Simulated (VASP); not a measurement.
Consider the following.

```yaml
crystal:
  lattice:
    - [1.82877, -3.16752, 0.00000]
    - [1.82877, 3.16752, 0.00000]
    - [0.00000, 0.00000, 5.82585]
  atoms:
    - { symbol: Zr, position: [0.00000, 0.00000, 0.00000] }
    - { symbol: S, position: [0.33333, 0.66667, 0.25011] }
    - { symbol: S, position: [0.66667, 0.33333, 0.74989] }
```

The numbers are results of optB86b-vdW, VASP's PBE PAW potentials (set 64) (plane waves; VASP 6.6.1), not measurements. Numerical set-up: 520 eV cut-off, Gaussian smearing of 0.050 eV, potentials Zr_sv S.

### Question
Give the energies of bands 7 to 15 at the high-symmetry points, in eV from the valence-band maximum.

### Answer

```csv
band,Γ,M,K,A,L,H
7,-4.58,-4.47,-3.57,-3.37,-4.60,-3.63
8,-2.86,-2.65,-3.47,-2.81,-3.38,-3.63
9,-2.86,-2.60,-3.47,-2.81,-2.73,-3.13
10,-0.17,-2.55,-2.19,-1.96,-2.40,-2.17
11,-0.17,-1.99,-2.19,-0.34,-1.02,-1.89
12,0.00,-1.34,-1.51,-0.34,-0.82,-1.89
13,1.47,0.97,2.13,1.43,0.78,2.24
14,1.47,3.18,3.09,1.43,3.17,2.73
15,2.20,3.50,3.09,2.58,3.49,2.73
```

The gap is indirect, 0.78 eV, from the valence maximum at K-Γ at 0.89 to the conduction minimum at L.

Measured: gap 1.70 eV (computed value off by -0.92 eV), as given by Miłosz Rybak et al., Nanomaterials (2022), arXiv:2210.12074.

The compound is ZrS2 in the 1T layered structure. It was relaxed first.
